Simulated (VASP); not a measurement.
Given:

```xyz
2
Lattice="0.0000 2.1050 2.1050 2.1050 0.0000 2.1050 2.1050 2.1050 0.0000" Properties=species:S:1:pos:R:3 pbc="T T T"
Mg     0.0000     0.0000     0.0000
O      2.1050     2.1050     2.1050
```

These are PBE GGA, VASP's PBE PAW potentials (set 64) (plane waves; VASP 6.6.1) values and carry that method's errors. Settings: 400 eV cut-off, 13×13×13 Γ-centred mesh, Fermi-Dirac smearing of 0.020 eV, potentials Mg O.

**Question.** Give the energies of bands 2 to 5 at the high-symmetry points, in eV from the valence-band maximum.

**Answer.** 
```
band     Γ      X      U      L      W
----  ----  -----  -----  -----  -----
2     0.00  -4.09  -3.50  -4.62  -2.95
3     0.00  -1.35  -2.71  -0.65  -2.95
4     0.00  -1.35  -1.15  -0.65  -1.76
5     4.75   9.14  10.12   7.92  11.69
```

The gap is direct, 4.75 eV, from the valence maximum at Γ to the conduction minimum at Γ.

The structure is a typed MgO crystal (Fm-3m). The cell was not relaxed at this level.
